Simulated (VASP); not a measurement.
Output of a VASP run:

File OUTCAR:
```
 ion  position               nearest neighbor table
   1  0.500  0.500  0.500-   2 2.81   2 2.81   2 2.81   2 2.81   2 2.81   2 2.81   2 2.81   2 2.81
  LATTYP: Found a simple cubic cell.
 ALAT       =     3.2468429436
 Subroutine PRICEL returns:
 Original cell was already a primitive cell.
 Subroutine GETGRP returns: Found 48 space group operations
The static configuration has the point symmetry O_h .
The dynamic configuration has the point symmetry O_h .
 Subroutine INISYM returns: Found 48 space group operations
 Subroutine IBZKPT returns following result:
 Found     84 irreducible k-points:

 Following reciprocal coordinates:
            Coordinates               Weight
  0.000000  0.000000  0.000000      1.000000
  0.076923  0.000000  0.000000      6.000000
  0.153846  0.000000  0.000000      6.000000
  0.230769  0.000000  0.000000      6.000000
  0.307692  0.000000  0.000000      6.000000
  0.384615  0.000000  0.000000      6.000000
  0.461538  0.000000  0.000000      6.000000
  0.076923  0.076923  0.000000     12.000000
  0.153846  0.076923  0.000000     24.000000
  0.230769  0.076923  0.000000     24.000000
  0.307692  0.076923  0.000000     24.000000
  0.384615  0.076923  0.000000     24.000000
  0.461538  0.076923  0.000000     24.000000
  0.153846  0.153846  0.000000     12.000000
  0.230769  0.153846  0.000000     24.000000
  0.307692  0.153846  0.000000     24.000000
  0.384615  0.153846  0.000000     24.000000
  0.461538  0.153846  0.000000     24.000000
  0.230769  0.230769  0.000000     12.000000
  0.307692  0.230769  0.000000     24.000000
  0.384615  0.230769  0.000000     24.000000
  0.461538  0.230769  0.000000     24.000000
  0.307692  0.307692  0.000000     12.000000
  0.384615  0.307692  0.000000     24.000000
  0.461538  0.307692  0.000000     24.000000
  0.384615  0.384615  0.000000     12.000000
  0.461538  0.384615  0.000000     24.000000
  0.461538  0.461538  0.000000     12.000000
  0.076923  0.076923  0.076923      8.000000
  0.153846  0.076923  0.076923     24.000000
  0.230769  0.076923  0.076923     24.000000
  0.307692  0.076923  0.076923     24.000000
  0.384615  0.076923  0.076923     24.000000
  0.461538  0.076923  0.076923     24.000000
  0.153846  0.153846  0.076923     24.000000
  0.230769  0.153846  0.076923     48.000000
  0.307692  0.153846  0.076923     48.000000
  0.384615  0.153846  0.076923     48.000000
  0.461538  0.153846  0.076923     48.000000
  0.230769  0.230769  0.076923     24.000000
   k-points           NKPTS =     84   k-points in BZ     NKDIM =     84   number of bands    NBANDS=     15
   number of dos      NEDOS =    601   number of ions     NIONS =      2
   total plane-waves  NPLWV =  13824
   dimension x,y,z NGX =    24 NGY =   24 NGZ =   24
   dimension x,y,z NGXF=    48 NGYF=   48 NGZF=   48
   ions per type =               1   1
   PREC   = accura    normal or accurate (medium, high low for compatibility)
   ISTART =      0    job   : 0-new  1-cont  2-samecut
   ICHARG =      2    charge: 1-file 2-atom 10-const
   ISPIN  =      1    spin polarized calculation?
   LNONCOLLINEAR =      F non collinear calculations
   LSORBIT =      F    spin-orbit coupling
   INIWAV =      1    electr: 0-lowe 1-rand  2-diag
   ENCUT  =  520.0 eV  38.22 Ry    6.18 a.u.   6.04  6.04  6.04*2*pi/ulx,y,z
   NELM   =    100;   NELMIN=  2; NELMDL= -5     # of ELM steps
   EDIFF  = 0.1E-06   stopping-criterion for ELM
   LREAL  =      F    real-space projection
   NLSPLINE    = F    spline interpolate recip. space projectors
   LMAXMIX     =    4 max onsite mixed and CHGCAR
   VOSKOWN=      0    Vosko Wilk Nusair interpolation
   EDIFFG = 0.1E-05   stopping-criterion for IOM
   NSW    =      0    number of steps for IOM
   NBLOCK =      1;   KBLOCK =      1    inner block; outer block
   IBRION =     -1    ionic relax: 0-MD 1-quasi-New 2-CG
   NFREE  =      0    steps in history (QN), initial steepest desc. (CG)
...
```

File OSZICAR:
```
       N       E                     dE             d eps       ncg     rms          rms(c)
DAV:   1     0.163564150239E+03    0.16356E+03   -0.11484E+04  2543   0.201E+03
DAV:   2    -0.200916946180E+01   -0.16557E+03   -0.16154E+03  2639   0.415E+02
DAV:   3    -0.958335563585E+01   -0.75742E+01   -0.75523E+01  3136   0.942E+01
DAV:   4    -0.971220763531E+01   -0.12885E+00   -0.12888E+00  3071   0.118E+01
DAV:   5    -0.971808621845E+01   -0.58786E-02   -0.58797E-02  3756   0.224E+00    0.710E+00
DAV:   6    -0.949000287384E+01    0.22808E+00   -0.71219E-01  2877   0.118E+01    0.316E+00
DAV:   7    -0.944758444389E+01    0.42418E-01   -0.95555E-02  3530   0.605E+00    0.163E+00
DAV:   8    -0.943719441603E+01    0.10390E-01   -0.26370E-02  3171   0.182E+00    0.434E-01
DAV:   9    -0.943612422805E+01    0.10702E-02   -0.22198E-03  3227   0.860E-01    0.613E-02
DAV:  10    -0.943611192490E+01    0.12303E-04   -0.59401E-05  3554   0.125E-01    0.229E-02
DAV:  11    -0.943611340286E+01   -0.14780E-05   -0.49304E-06  2898   0.250E-02    0.348E-03
DAV:  12    -0.943611342444E+01   -0.21574E-07   -0.46211E-07  3234   0.697E-03
   1 F= -.94361134E+01 E0= -.94361134E+01  d E =0.000000E+00
```

### OUTCAR
```
------------------------ aborting loop because EDIFF is reached ----------------------------------------
  FORCE on cell =-STRESS in cart. coord.  units (eV):
  Direction    XX          YY          ZZ          XY          YZ          ZX
  --------------------------------------------------------------------------------------
  Total       -0.0436273     -0.0436273     -0.0436273      0.0000000     -0.0000000      0.0000000
  in kB       -2.0421391     -2.0421391     -2.0421391      0.0000000     -0.0000000      0.0000000
  external PRESSURE =      -2.0421391 kB  Pullay stress =       0.0000000 kB
  volume of cell :       34.23
      direct lattice vectors                 reciprocal lattice vectors
     3.246842944  0.000000000  0.000000000     0.307991491  0.000000000  0.000000000
     0.000000000  3.246842944  0.000000000     0.000000000  0.307991491  0.000000000
     0.000000000  0.000000000  3.246842944     0.000000000  0.000000000  0.307991491
 POSITION                                       TOTAL-FORCE (eV/Angst)
 -----------------------------------------------------------------------------------
      1.62342      1.62342      1.62342         0.000000      0.000000      0.000000
      0.00000      0.00000      0.00000         0.000000      0.000000      0.000000
 -----------------------------------------------------------------------------------
    total drift:                                0.000000      0.000000     -0.000000
  FREE ENERGIE OF THE ION-ELECTRON SYSTEM (eV)
  ---------------------------------------------------
  free  energy   TOTEN  =        -9.4361134244 eV

  energy  without entropy=       -9.4361134244  energy(sigma->0) =       -9.43611342

 total charge

# of ion       s       p       d       tot
------------------------------------------
    1        0.798   0.762   9.906  11.466
    2        0.423   0.441   8.652   9.516
--------------------------------------------------
tot          1.221   1.203  18.558  20.982
```
(Selected blocks of OUTCAR.)

POSCAR:
```
PdIn
1
    3.2468429436    -0.0000000000    -0.0000000000
   -0.0000000000     3.2468429436    -0.0000000000
    0.0000000000     0.0000000000     3.2468429436
In Pd
1 1
Direct
  0.5000000000   0.5000000000   0.5000000000
  0.0000000000   0.0000000000   0.0000000000
```

Q: Reconstruct the remaining input files.

A: Several could match; the one computed here: the input of the run itself, AM05 GGA, plane waves, VASP's PBE PAW potentials (set 64).

File KPOINTS:
```
Regular mesh
0
G
13 13 13
```

### INCAR
```
LCHARG = T
ALGO = Normal   ! blocked Davidson
EDIFF = 1E-7   ! SCF stop (eV)
ISIF = 2
NELM = 100   ! most electronic steps
LMAXMIX = 4
PREC = Accurate
LASPH = T   ! aspherical one-centre terms
ENCUT = 520
LWAVE = F
SYSTEM = PdIn
LREAL = F
LORBIT = 11
NEDOS = 601
ISMEAR = -5   ! tetrahedra, Bloechl
GGA = AM   ! AM05
```

POTCAR, in this order: In_d Pd (PBE.64 set). Program: vasp_std.

For a metal the tetrahedron method with Blöchl corrections gives inexact stress and forces.

The compound is PdIn in the CsCl type structure. It was relaxed first. The electron count is odd and the run is not spin-polarised, which forces a metal.
